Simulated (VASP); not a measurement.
# Bi9Sb7 (Cm) in VASP: band structure with PBE+D3(BJ)

Aim: the band structure of Bi9Sb7 with PBE+D3(BJ).

All numbers are computed with VASP 6.6.1; they aren't measurements. Logs are shortened: lines on timing, memory, paths and dates and some standing lists are left out, and cuts for length are marked.

## (1) Starting point

The structure is monoclinic, space group Cm (No. 8). The conventional cell has a = 15.412 Å, b = 8.896 Å, c = 9.191 Å, α = 90.00°, β = 124.01°, γ = 90.00°. Bi (site symmetry m) is surrounded by 2 Sb at 3.01 Å and 4 Bi at 3.08 to 3.42 Å. Bi (site symmetry m) is surrounded by 4 Sb at 3.02 to 3.46 Å and 2 Bi at 3.47 Å. Bi (site symmetry 1) has 3 Sb at 3.01 to 3.46 Å and 3 Bi at 3.07 to 3.41 Å as nearest neighbours. Bi (site symmetry m) has 4 Bi at 3.05 to 3.35 Å and 2 Sb at 3.34 Å as nearest neighbours. Bi (site symmetry m) is surrounded by 2 Sb at 3.01 Å and 4 Bi at 3.08 to 3.41 Å. Bi (site symmetry 1) is surrounded by 2 Sb at 3.00 to 3.41 Å and 3 Bi at 3.07 to 3.42 Å. Around Bi (site symmetry m) lie 4 Bi at 3.05 to 3.35 Å and 2 Sb at 3.35 Å. Sb (site symmetry 1) is surrounded by 2 Sb at 2.94 Å and 2 Bi at 3.01 to 3.35 Å.

The cell was built by a generator and needn't be a form met in nature.

## (2) Band structure, PBE+D3(BJ)

File INCAR:

```
SYSTEM = Bi9Sb7
ALGO     = Normal         ! electronic algorithm
EDIFF    = 1E-6           ! SCF threshold, eV
ENCUT    = 520            ! plane-wave cutoff, eV
GGA      = PE             ! functional
ICORELEVEL= 1            
ISIF     = 2              ! what is computed and relaxed
ISMEAR   = 0              ! smearing method
IVDW     = 12             ! dispersion correction
LASPH    = .True.         ! aspherical terms in the spheres
LCHARG   = .False.        ! write CHGCAR
LREAL    = .False.        ! projectors in reciprocal space
LUSENCCL = .False.      
LWAVE    = .False.        ! write WAVECAR
NBANDS   = 99             ! bands
NELM     = 80             ! most SCF steps
PREC     = Accurate       ! precision mode
SIGMA    = 0.03           ! smearing width, eV
```

File KPOINTS:

```
k-points
0
Gamma
  4 4 4
  0 0 0
```

File POSCAR:

```
Bi9Sb7                                  
1.0
    8.8975039508      0.0006910167      0.0020425440
    4.4481535374     -7.7044279318      0.0000000000
    4.4468338731     -2.5689045525     -7.6179290719
  Bi              Sb            
     9     7
Direct
     0.1100085122030998    0.6197236709133799    0.1505441459701192
     0.1158315003370278    0.1169888780765558    0.1501907435098464
     0.1148826761097375    0.6170194622000800    0.6432510908088436
     0.1148826761097517    0.1248467708813176    0.6432510908088436
     0.6212854517631504    0.1192138453220836    0.6402868575926751
     0.3902092409700786    0.3796726132092408    0.3504455326114682
     0.3860423978814386    0.8745873330683033    0.8538735766143402
     0.3860423978814528    0.3854966924359251    0.8538735766143402
     0.8797706611419580    0.8802016172554686    0.8598261043471117
     0.6200171519714790    0.6204950539518703    0.1499360341445991
     0.6200171519714648    0.1095517599320586    0.1499360341445991
     0.6261663239441563    0.6154438929052402    0.6429458902453704
     0.3895901042364296    0.8799993666219479    0.3504111625196958
     0.8748675573794775    0.8858172341070146    0.3543835604415433
     0.8748675573794846    0.3849316480719504    0.3543835604415433
     0.8755186387198198    0.3860101610475562    0.8524610391850534
```

File KPOINTS_OPT:

```
explicit points
8
Reciprocal
 0.0000000000  0.0000000000  0.0000000000 1
 0.2596565505 -0.2596565505  0.5000000000 1
 0.4806868989 -0.2596565505  0.2403434495 1
 0.5000000000  0.0000000000  0.5000000000 1
 0.0000000000 -0.5000000000  0.0000000000 1
 0.0000000000 -0.3894848258  0.3701717247 1
 0.3894848258  0.0000000000  0.6298282753 1
 0.3701717247 -0.2596565505  0.3701717247 1
```

Potentials or basis: VASP PAW PBE potentials, release 64 (Bi_d, Sb).

Run with:

```console
> cat potpaw_PBE.64/Bi_d/POTCAR potpaw_PBE.64/Sb/POTCAR > POTCAR
> mpirun -np 1 vasp_std > vasp.out
```

OUTCAR:

```text
SYSTEM = Bi9Sb7
   EDIFF = 1E-6
   ENCUT = 520
   GGA = PE
   ISIF = 2
   ISMEAR = 0
   IVDW = 12
   LASPH = .True.
   LREAL = .False.
   NELM = 80
   PREC = Accurate
 IVDW          = 12

 ion  position               nearest neighbor table
   1  0.110  0.620  0.151-  15 3.01  14 3.01   6 3.08   9 3.35   7 3.42   8 3.42
   2  0.116  0.117  0.150-  14 3.02  15 3.02  13 3.03  16 3.46   8 3.47   7 3.47
   3  0.115  0.617  0.643-  16 3.01   9 3.07   8 3.08  14 3.40   6 3.41  13 3.46
   4  0.115  0.125  0.643-  16 3.01   9 3.07   7 3.08  15 3.40   6 3.41  13 3.46
   5  0.621  0.119  0.640-   9 3.05   7 3.07   8 3.07  15 3.34  14 3.34   6 3.35
   6  0.390  0.380  0.350-  10 3.01  11 3.01   1 3.08   5 3.35   4 3.41   3 3.41
[... 8 lines left out ...]
  15  0.875  0.385  0.354-  10 2.94   1 3.01   2 3.02   5 3.34  12 3.34   4 3.40
  16  0.876  0.386  0.852-  12 2.93   3 3.01   4 3.01  11 3.43  10 3.43   2 3.46

  LATTYP: Found a base centered monoclinic cell.
 ALAT       =    15.4116204640
 B/A-ratio  =     0.5772467016
 C/A-ratio  =     0.5963709019
 COS(beta)  =    -0.5593719133

  Lattice vectors:

 A1 = (   4.4493504134,   7.7051189485,   0.0020425440)
 A2 = (   8.8975039508,   0.0006910167,   0.0020425440)
 A3 = (  -4.4506700777,  -2.5695955692,  -7.6199716159)

Analysis of symmetry for initial positions (statically):
=====================================================================
 Subroutine PRICEL returns:
 Original cell was already a primitive cell.

 Routine SETGRP: Setting up the symmetry group for a
 base centered monoclinic supercell.

 Subroutine GETGRP returns: Found  2 space group operations
 (whereof  1 operations were pure point group operations)
 out of a pool of  4 trial point group operations.

The static configuration has the point symmetry C_1 .
 The point group associated with its full space group is C_1h.

Analysis of symmetry for dynamics (positions and initial velocities):
=====================================================================
 Subroutine PRICEL returns:
 Original cell was already a primitive cell.

 Routine SETGRP: Setting up the symmetry group for a
 base centered monoclinic supercell.

 Subroutine GETGRP returns: Found  2 space group operations
[... 181 lines left out ...]
 the core state eigenenergies are
   1-  1s -90628.7351  2s -16271.4722  2p -13911.8363  3s  -3919.4331  3p  -3245.6622
       3d  -2570.5853  4s   -891.1771  4p   -670.5101  4d   -418.7492  4f   -141.5286
       5s   -146.6460  5p    -84.7438
   2-  1s -90628.7571  2s -16271.4905  2p -13911.8549  3s  -3919.4490  3p  -3245.6780
       3d  -2570.6013  4s   -891.1895  4p   -670.5221  4d   -418.7608  4f   -141.5400
       5s   -146.6513  5p    -84.7476
   3-  1s -90628.6656  2s -16271.4012  2p -13911.7654  3s  -3919.3606  3p  -3245.5897
       3d  -2570.5130  4s   -891.1023  4p   -670.4351  4d   -418.6739  4f   -141.4532
       5s   -146.5665  5p    -84.6631
   4-  1s -90628.6656  2s -16271.4012  2p -13911.7654  3s  -3919.3606  3p  -3245.5897
       3d  -2570.5130  4s   -891.1023  4p   -670.4351  4d   -418.6739  4f   -141.4532
       5s   -146.5665  5p    -84.6631
   5-  1s -90628.6667  2s -16271.4042  2p -13911.7683  3s  -3919.3656  3p  -3245.5948
       3d  -2570.5178  4s   -891.1102  4p   -670.4433  4d   -418.6824  4f   -141.4620
       5s   -146.5804  5p    -84.6784
   6-  1s -90628.7292  2s -16271.4665  2p -13911.8306  3s  -3919.4273  3p  -3245.6564
       3d  -2570.5796  4s   -891.1710  4p   -670.5040  4d   -418.7431  4f   -141.5225
[... 10 lines left out ...]
  10-  1s -30286.8121  2s  -4598.7351  2p  -4126.8470  3s   -892.4343  3p   -738.6877
       3d   -504.2603  4s   -137.4615  4p    -90.4316  4d    -22.2257
  11-  1s -30286.8121  2s  -4598.7351  2p  -4126.8470  3s   -892.4343  3p   -738.6877
       3d   -504.2603  4s   -137.4615  4p    -90.4316  4d    -22.2257
  12-  1s -30286.7978  2s  -4598.7187  2p  -4126.8309  3s   -892.4155  3p   -738.6689
       3d   -504.2417  4s   -137.4384  4p    -90.4080  4d    -22.2002
  13-  1s -30286.7713  2s  -4598.6940  2p  -4126.8061  3s   -892.3897  3p   -738.6431
       3d   -504.2162  4s   -137.4100  4p    -90.3791  4d    -22.1708
  14-  1s -30286.7507  2s  -4598.6767  2p  -4126.7883  3s   -892.3786  3p   -738.6320
       3d   -504.2044  4s   -137.4101  4p    -90.3806  4d    -22.1768
  15-  1s -30286.7507  2s  -4598.6767  2p  -4126.7883  3s   -892.3786  3p   -738.6320
       3d   -504.2044  4s   -137.4101  4p    -90.3806  4d    -22.1768
  16-  1s -30286.7158  2s  -4598.6396  2p  -4126.7515  3s   -892.3360  3p   -738.5894
       3d   -504.1625  4s   -137.3576  4p    -90.3268  4d    -22.1191

 E-fermi :   6.8197     XC(G=0):  -9.5926

 val. band max:        6.8166272780   @ k =   0.5000   0.0000   0.2500
 cond. band min:       6.8212291436   @ k =   0.0000   0.5000   0.2500
 fundamental gap:      0.0046018656
 Fermi energy:         6.8197322422

 k-point     1 :       0.0000    0.0000    0.0000
  band No.  band energies     occupation
      1     -16.2426      2.00000
      2     -16.1804      2.00000
      3     -16.1477      2.00000
      4     -16.1374      2.00000
      5     -16.1045      2.00000
      6     -16.0993      2.00000
[... 2389 lines left out ...]
     96       8.8984      0.00000
     97       9.0092      0.00000
 [bands above 97 left out]

------------------------ aborting loop because EDIFF is reached ----------------------------------------

 Edisp (eV)   -7.46171

 E8    (eV) :    -3.6116

  FORCE on cell =-STRESS in cart. coord.  units (eV):
  Direction    XX          YY          ZZ          XY          YZ          ZX
  --------------------------------------------------------------------------------------
  -------------------------------------------------------------------------------------
  Total      -0.11072    -0.10216    -0.12317    -0.00741     0.00528     0.00914
  in kB      -0.33964    -0.31340    -0.37786    -0.02273     0.01619     0.02805
  external pressure =       -0.34 kB  Pullay stress =        0.00 kB

 VOLUME and BASIS-vectors are now :
 -----------------------------------------------------------------------------
  energy-cutoff  :      520.00
  volume of cell :      522.28
      direct lattice vectors                 reciprocal lattice vectors
     8.897503951  0.000691017  0.002042544     0.112375996  0.064880312  0.043718713
     4.448153537 -7.704427932  0.000000000     0.000000033 -0.129795471  0.043769418
     4.446833873 -2.568904552 -7.617929072     0.000030131  0.000017396 -0.131257550

 POSITION                                       TOTAL-FORCE (eV/Angst)
 -----------------------------------------------------------------------------------
      4.40487     -5.16127     -1.14661        -0.001622     -0.000937     -0.002127
      2.21887     -1.28708     -1.14391         0.000199      0.000115      0.002672
      6.62720     -6.40615     -4.90001        -0.000015      0.000149      0.001786
      4.43794     -2.61424     -4.90001         0.000122     -0.000087      0.001786
      8.90542     -2.56288     -4.87639         0.000163      0.000094     -0.000982
      6.71910     -3.82515     -2.66887         0.002696      0.001557      0.001634
[... 8 lines left out ...]
     11.07226     -3.87545     -2.69788        -0.001659      0.002447     -0.000773
     13.29772     -5.16327     -6.49220        -0.000015     -0.000009      0.000225
 -----------------------------------------------------------------------------------
    total drift:                                0.000377      0.000218     -0.000456

  FREE ENERGIE OF THE ION-ELECTRON SYSTEM (eV)
  ---------------------------------------------------
  free  energy   TOTEN  =       -71.1384134303 eV

  energy  without entropy=      -71.1368260199  energy(sigma->0) =      -71.13761973
```

OSZICAR:

```text
N       E                     dE             d eps       ncg     rms          rms(c)
DAV:   1     0.206034106531E+04    0.20603E+04   -0.77736E+04  4864   0.180E+03
DAV:   2     0.221468132519E+03   -0.18389E+04   -0.18076E+04  4976   0.501E+02
DAV:   3    -0.440762841545E+02   -0.26554E+03   -0.25727E+03  5471   0.208E+02
DAV:   4    -0.627607042016E+02   -0.18684E+02   -0.18187E+02  5346   0.540E+01
DAV:   5    -0.636989637875E+02   -0.93826E+00   -0.93317E+00  6141   0.116E+01    0.570E+00
DAV:   6    -0.636693787656E+02    0.29585E-01   -0.36108E-01  6757   0.316E+00    0.321E+00
DAV:   7    -0.636748543191E+02   -0.54756E-02   -0.18400E-01  5429   0.215E+00    0.772E-01
DAV:   8    -0.636764381893E+02   -0.15839E-02   -0.20968E-02  6349   0.102E+00    0.247E-01
DAV:   9    -0.636766199604E+02   -0.18177E-03   -0.48206E-03  5341   0.374E-01    0.726E-02
DAV:  10    -0.636766683849E+02   -0.48424E-04   -0.48008E-04  5968   0.156E-01    0.297E-02
DAV:  11    -0.636767059236E+02   -0.37539E-04   -0.80604E-05  6324   0.511E-02    0.141E-02
DAV:  12    -0.636767055678E+02    0.35586E-06   -0.98050E-06  5392   0.182E-02
   1 F= -.71138413E+02 E0= -.71137620E+02  d E =-.158741E-02
       N       E                     dE             ncg
DAV:   1     0.179082654214E+05   -0.13178E+05     1632
DAV:   2     0.313662275423E+04   -0.14772E+05     1656
DAV:   3     0.100477851216E+04   -0.21318E+04     1835
DAV:   4     0.856619975357E+03   -0.14816E+03     1776
DAV:   5     0.849210242855E+03   -0.74097E+01     2000
DAV:   6     0.848958319899E+03   -0.25192E+00     2197
DAV:   7     0.848951805278E+03   -0.65146E-02     2384
DAV:   8     0.848951644662E+03   -0.16062E-03     2210
DAV:   9     0.848951639883E+03   -0.47793E-05     1680
DAV:  10     0.848951639697E+03   -0.18618E-06     1045
```

Run time: 13 min. Hardware: 1 × NVIDIA H100 80GB with 1 thread of AMD EPYC 7R13 (Zen 3), shared host; peak memory 2.6 GiB.

What came out:

| Quantity | Value |
| --- | --- |
| Free energy | -71.1384 eV |
| Pressure | 0.0 GPa |
| Largest force | 0.005 eV/Å |
| Band gap along the path | none (metal or under the smearing width) |
| Dispersion energy per atom | -0.466 eV |

Forces on the atoms (eV/Å):
```
Bi  -0.002 -0.001 -0.002
Bi   0.000  0.000  0.003
Bi   0.000  0.000  0.002
Bi   0.000  0.000  0.002
Bi   0.000  0.000 -0.001
Bi   0.003  0.002  0.002
Bi  -0.001  0.000 -0.001
Bi   0.000 -0.001 -0.001
Bi   0.001  0.000  0.000
Sb   0.001  0.001  0.002
Sb   0.001  0.001  0.002
Sb  -0.002 -0.001 -0.004
Sb  -0.001 -0.001  0.000
Sb   0.001 -0.003 -0.001
Sb  -0.002  0.002 -0.001
Sb   0.000  0.000  0.000
```

Levels at points of the mesh, in eV from the Fermi level:
```tsv
k point	band 82	band 83	band 84	band 85	band 86	band 87	band 88	band 89
(0.00, 0.00, 0.00)	-0.73	-0.40	-0.38	-0.22	-0.19	-0.14	-0.06	0.29
(0.50, 0.00, 0.00)	-1.40	-1.38	-1.05	-1.03	1.12	1.42	1.56	1.57
(0.00, 0.50, 0.00)	-1.49	-1.38	-1.03	-1.02	1.22	1.30	1.54	1.55
(0.50, 0.50, 0.00)	-0.95	-0.85	-0.43	-0.36	0.66	0.70	0.86	0.90
(0.00, 0.00, 0.50)	-1.15	-1.14	-1.02	-1.01	1.48	1.52	1.52	1.61
(0.50, 0.00, 0.50)	-0.90	-0.85	-0.39	-0.38	0.66	0.66	0.89	0.91
```

Core levels (eV, on the scale of the bands):
| atom | levels |
| --- | --- |
| 1 Bi | 1s -90628.7, 2s -16271.5, 2p -13911.8, 3s -3919.4, 3p -3245.7, 3d -2570.6, 4s -891.2, 4p -670.5, 4d -418.7, 4f -141.5, 5s -146.6, 5p -84.7 |
| 2 Bi | 1s -90628.8, 2s -16271.5, 2p -13911.9, 3s -3919.4, 3p -3245.7, 3d -2570.6, 4s -891.2, 4p -670.5, 4d -418.8, 4f -141.5, 5s -146.7, 5p -84.7 |
| 3 Bi | 1s -90628.7, 2s -16271.4, 2p -13911.8, 3s -3919.4, 3p -3245.6, 3d -2570.5, 4s -891.1, 4p -670.4, 4d -418.7, 4f -141.5, 5s -146.6, 5p -84.7 |
| 4 Bi | 1s -90628.7, 2s -16271.4, 2p -13911.8, 3s -3919.4, 3p -3245.6, 3d -2570.5, 4s -891.1, 4p -670.4, 4d -418.7, 4f -141.5, 5s -146.6, 5p -84.7 |
| 5 Bi | 1s -90628.7, 2s -16271.4, 2p -13911.8, 3s -3919.4, 3p -3245.6, 3d -2570.5, 4s -891.1, 4p -670.4, 4d -418.7, 4f -141.5, 5s -146.6, 5p -84.7 |
| 6 Bi | 1s -90628.7, 2s -16271.5, 2p -13911.8, 3s -3919.4, 3p -3245.7, 3d -2570.6, 4s -891.2, 4p -670.5, 4d -418.7, 4f -141.5, 5s -146.6, 5p -84.7 |

Caveat: spin-orbit coupling is left out, which moves the levels of the heavy elements; pairwise dispersion overbinds metals, which lowers pressure and volume.
